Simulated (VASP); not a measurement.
# SnSe: input slips in a band-gap run and what they do, part 2 of 2

Aim: see how common mistakes in a band-structure run show up, on SnSe. The starting structure is a cell with measured lattice constants from the literature and the atomic positions of a computed structure of the Materials Project. The atoms were first relaxed with LDA in that cell, in a run that isn't shown, and the relaxed structure is the one below.

VASP 6.6.1.

Results so far: reference 0.465 eV.

### 5. Bands with one electron missing

Level of this step: LDA; plane waves and PAW (Sn_d, Se) (VASP).

A slip made on purpose: one electron missing. Against step 2 the input has NELECT = 79 (also changed: NELM).

Contents of INCAR:

```
SYSTEM = SnSe
PREC = Accurate
ENCUT = 350
EDIFF = 1E-06
NELM = 60
ISMEAR = 0
SIGMA = 0.03
LREAL = .FALSE.
ALGO = Normal
GGA = CA
NBANDS = 61
LORBIT = 11
LWAVE = .FALSE.
LCHARG = .FALSE.
KPAR = 8
LASPH = .TRUE.
NELECT = 79
```

Contents of POSCAR:

```
SnSe
1.0
   11.5022000000      0.0000000000      0.0000000000
    0.0000000000      4.1540000000      0.0000000000
    0.0000000000      0.0000000000      4.4445000000
Sn Se
4 4
Direct
    0.1186512327      0.7500000000      0.1103472981
    0.3813487673      0.2500000000      0.6103472981
    0.8813487673      0.2500000000      0.8896527019
    0.6186512327      0.7500000000      0.3896527019
    0.8557343357      0.7500000000      0.4773046476
    0.3557343357      0.7500000000      0.0226953524
    0.6442656643      0.2500000000      0.9773046476
    0.1442656643      0.2500000000      0.5226953524
```

Contents of KPOINTS:

```
Automatic mesh
0
Gamma
2 6 6
0 0 0
```

Contents of KPOINTS_OPT:

```
Line mode
8
Line-mode
Reciprocal
  0.00000000   0.00000000   0.00000000 GAMMA
  0.00000000   0.50000000   0.00000000 X

  0.00000000   0.50000000   0.00000000 X
  0.00000000   0.50000000   0.50000000 S

  0.00000000   0.50000000   0.50000000 S
  0.00000000   0.00000000   0.50000000 Y

  0.00000000   0.00000000   0.50000000 Y
  0.00000000   0.00000000   0.00000000 GAMMA

  0.00000000   0.00000000   0.00000000 GAMMA
  0.50000000   0.00000000   0.00000000 Z

  0.50000000   0.00000000   0.00000000 Z
  0.50000000   0.50000000   0.00000000 U

  0.50000000   0.50000000   0.00000000 U
  0.50000000   0.50000000   0.50000000 R

  0.50000000   0.50000000   0.50000000 R
  0.50000000   0.00000000   0.50000000 T

  0.50000000   0.00000000   0.50000000 T
  0.50000000   0.00000000   0.00000000 Z

  0.00000000   0.00000000   0.50000000 Y
  0.50000000   0.00000000   0.50000000 T

  0.50000000   0.50000000   0.00000000 U
  0.00000000   0.50000000   0.00000000 X

  0.00000000   0.50000000   0.50000000 S
  0.50000000   0.50000000   0.50000000 R
```

PAW data sets: Sn_d and Se (LDA family, release 64).

Command:

```bash
> mpirun -np 8 vasp_std
```

The program printed:

```text
[... set-up lines as in an earlier step ...]
 entering main loop
       N       E                     dE             d eps       ncg     rms          rms(c)
DAV:   1     0.731503826857E+03    0.73150E+03   -0.27825E+04  4253   0.131E+03
DAV:   2     0.856269229513E+02   -0.64588E+03   -0.60787E+03  3936   0.420E+02
DAV:   3    -0.357290417974E+02   -0.12136E+03   -0.11695E+03  4560   0.154E+02
DAV:   4    -0.432279785323E+02   -0.74989E+01   -0.74079E+01  4552   0.415E+01
DAV:   5    -0.434142788169E+02   -0.18630E+00   -0.18617E+00  4539   0.707E+00BRMIX: very serious problems
 the old and the new charge density differ
 old charge density:    80.00000 new   78.99999
BRMIX: very serious problems
 the old and the new charge density differ
 old charge density:    80.00000 new   78.99999
BRMIX: very serious problems
 the old and the new charge density differ
 old charge density:    80.00000 new   78.99999
BRMIX: very serious problems
 the old and the new charge density differ
 old charge density:    80.00000 new   78.99999
BRMIX: very serious problems
 the old and the new charge density differ
[...]
DAV:  13    -0.428676480574E+02   -0.34313E-07   -0.10383E-05  3830   0.905E-03    0.157E-03
DAV:  14    -0.428676480380E+02    0.19334E-07   -0.29123E-07  2322   0.324E-03
   1 F= -.42867648E+02 E0= -.42864755E+02  d E =-.578645E-02
 Start KPOINTS_OPT (optional k-point list driver)
k-point batch [1-32\96]
       N       E                     dE             ncg
DAV:   1     0.394770815571E+04   -0.36854E+05     4349
DAV:   2    -0.165211534495E+05   -0.20469E+05     3936
DAV:   3    -0.203169251970E+05   -0.37958E+04     4563
DAV:   4    -0.205441564885E+05   -0.22723E+03     4528
[...]
DAV:   8    -0.205499303167E+05   -0.99198E-04     5379
DAV:   9    -0.205499303177E+05   -0.10096E-05     3019
DAV:  10    -0.205499303180E+05   -0.23662E-06     2581
[...]
k-point batch [65-96\96]
       N       E                     dE             ncg
DAV:   1     0.413100998441E+04   -0.43625E+05     4368
DAV:   2    -0.164459316936E+05   -0.20577E+05     3968
DAV:   3    -0.202780145991E+05   -0.38321E+04     4568
DAV:   4    -0.205057085387E+05   -0.22769E+03     4576
[...]
DAV:   8    -0.205114823197E+05   -0.77348E-04     5498
DAV:   9    -0.205114823207E+05   -0.10182E-05     3027
DAV:  10    -0.205114823209E+05   -0.23027E-06     2681
```

It took 91 s on 8 MPI ranks of AMD EPYC 7R43, shared host; peak memory 3.2 GiB.

From OUTCAR (step 5):

```text
  Total      -13.0873747    -16.2513384    -14.4819285      0.0000000      0.0000000      0.0000000
  in kB      -98.7399270   -122.6109898   -109.2613758      0.0000000      0.0000000      0.0000000
  external PRESSURE =    -110.2040975 kB  Pullay stress =       0.0000000 kB

 POSITION                                       TOTAL-FORCE (eV/Angst)
 -----------------------------------------------------------------------------------
      1.36475      3.11550      0.49044         0.067423      0.000000      0.035572
      4.38635      1.03850      2.71269        -0.067423     -0.000000      0.035572
     10.13745      1.03850      3.95406        -0.067423     -0.000000     -0.035572
      7.11585      3.11550      1.73181         0.067423     -0.000000     -0.035572
      9.84283      3.11550      2.12138         0.078051      0.000000     -0.001938
      4.09173      3.11550      0.10087         0.078051      0.000000      0.001938
      7.41047      1.03850      4.34363        -0.078051     -0.000000     -0.001938
      1.65937      1.03850      2.32312        -0.078051     -0.000000      0.001938
 -----------------------------------------------------------------------------------
    total drift:                                0.000000      0.000000     -0.000000

  FREE ENERGIE OF THE ION-ELECTRON SYSTEM (eV)
  ---------------------------------------------------
  free  energy   TOTEN  =       -42.8676480380 eV

  energy  without entropy=      -42.8618615860  energy(sigma->0) =      -42.86475481

[... 2 parts as in an earlier step ...]

[... 1 further part left out ...]
[key lines of the parts left out:]
E-fermi :   4.8181
```

With one electron missing there is no gap to read, since by its occupations the run counts as a metal (its levels may still leave one).

### 6. Bands with a hybrid's name typed into the meta-GGA tag

A slip made on purpose: a hybrid's name typed into the meta-GGA tag. Against step 2 the input has METAGGA = HSE06 and no GGA (also changed: NELM).

Edit INCAR of step 5 so:

```diff
@@ -9,3 +9,2 @@
 ALGO = Normal
-GGA = CA
 NBANDS = 61
@@ -16,2 +15,2 @@
 LASPH = .TRUE.
-NELECT = 79
+METAGGA = HSE06
```

POSCAR is that of step 5.

KPOINTS is that of step 5.

KPOINTS_OPT is that of step 5.

Command:

```bash
> mpirun -np 8 vasp_std
```

The program printed:

```text
 -----------------------------------------------------------------------------
|                                                                             |
|     EEEEEEE  RRRRRR   RRRRRR   OOOOOOO  RRRRRR      ###     ###     ###     |
|     E        R     R  R     R  O     O  R     R     ###     ###     ###     |
|     E        R     R  R     R  O     O  R     R     ###     ###     ###     |
|     EEEEE    RRRRRR   RRRRRR   O     O  RRRRRR       #       #       #      |
|     E        R   R    R   R    O     O  R   R                               |
|     E        R    R   R    R   O     O  R    R      ###     ###     ###     |
|     EEEEEEE  R     R  R     R  OOOOOOO  R     R     ###     ###     ###     |
|                                                                             |
|     Error: One of the selected functionals does not exist.                  |
|                                                                             |
|       ---->  I REFUSE TO CONTINUE WITH THIS SICK JOB ... BYE!!! <----       |
|                                                                             |
 -----------------------------------------------------------------------------

1
1
1
1
1
1
1
1

[... 2 parts as in an earlier step ...]
```

The job ended after 5.8 s (8 MPI ranks).

VASP stopped with this message: “Error: One of the selected functionals does not exist”.

### 7. The runs compared

| run | ended | gap (eV) | core minutes |
| --- | --- | --- | --- |
| reference | converged | 0.465 | 11.7 |
| no empty bands | converged | - | 2.93 |
| a fixed density without a density file | stopped by VASP | - | 0.853 |
| one electron missing | converged | none | 12.1 |
| a hybrid's name typed into the meta-GGA tag | stopped by VASP | - | 0.773 |

Core minutes are wall time times ranks of the run shown, on a shared host.

### 8. Summary of results

- reference gap: 0.465 eV
- gap with one electron missing: none to read from the occupations
- run with no empty bands: converged
- run with a fixed density without a density file: stopped by VASP
- run with a hybrid's name typed into the meta-GGA tag: stopped by VASP

**Reading.** VASP stopped by itself in the runs with a fixed density without a density file and a hybrid's name typed into the meta-GGA tag. The run without empty bands converged, and still can't show a gap. Finished, but with signs in the output that stand out against the reference: one electron missing, with no gap to read, since by its occupations the run counts as a metal (its levels may still leave one) (signs: a warning on the charge density, a stress of up to 12.3 GPa and forces of up to 0.08 eV/Å). Further runs on this material are not shown.

[Lines on the potential files, build, host, timing and source positions are cut from VASP's logs without a mark.]

[Logs are printed without paths, hosts, clocks, repeated set-up lines and the standing remarks that a program may print on its own settings, such as how far it seeks lower states.]

[Hosts, paths, dates, database ids (printed as entryN), source tags and the programs' standing remarks are cut or masked in the printed files.]
